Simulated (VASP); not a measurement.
The system is SiC.

```
Si C
1.0
     3.07600    0.00000    0.00000
    -1.53800    2.66389    0.00000
     0.00000    0.00000    5.04800
Si C
2 2
Cartesian
  0.0000 1.7759 0.0000
  1.5380 0.8880 2.5240
  0.0000 1.7759 1.9435
  1.5380 0.8880 4.4675
```

```yaml
Program: VASP 6.6.1
Task: relaxation of cell and atoms
Functional: PBE
Potentials_or_basis: VASP PAW PBE potentials, release 64 (Si, C)
Cutoff: 700 eV
k_mesh: 12 × 12 × 6
Occupations: gaussian, width 0.02 eV
Spin: no spin polarisation
```

At the start: pressure 3.4 GPa; volume 10.34 Å³/atom.

Task: How do energy, volume and symmetry change on relaxing?

Result: Over 7 steps the energy falls by 10.5 meV/atom and the volume is 10.49 Å³/atom (+1.5 %); space group P6_3mc (No. 186, to 0.05 Å).

The path:
| step | energy change (eV) | largest force (eV/Å) | pressure (GPa) | volume (Å³) |
| --- | --- | --- | --- | --- |
| 1 | 0.0000 | 0.7527 | 3.45 | 41.36 |
| 2 | -0.0030 | 0.6283 | -3.40 | 42.71 |
| 3 | -0.0389 | 0.0840 | -0.46 | 42.05 |
| 4 | -0.0420 | 0.0259 | 0.07 | 41.95 |
| 5 | -0.0420 | 0.0125 | 0.01 | 41.96 |
| 6 | -0.0420 | 0.0115 | -0.01 | 41.97 |
| 7 | -0.0420 | 0.0003 | 0.00 | 41.97 |

Final structure:
```
Si C
1.0
     3.09078    0.00000    0.00000
    -1.54539    2.67670    0.00000
     0.00000    0.00000    5.07250
Si C
2 2
Cartesian
  0.0000 1.7845 0.0233
  1.5454 0.8922 2.5595
  0.0000 1.7845 1.9297
  1.5454 0.8922 4.4659
```
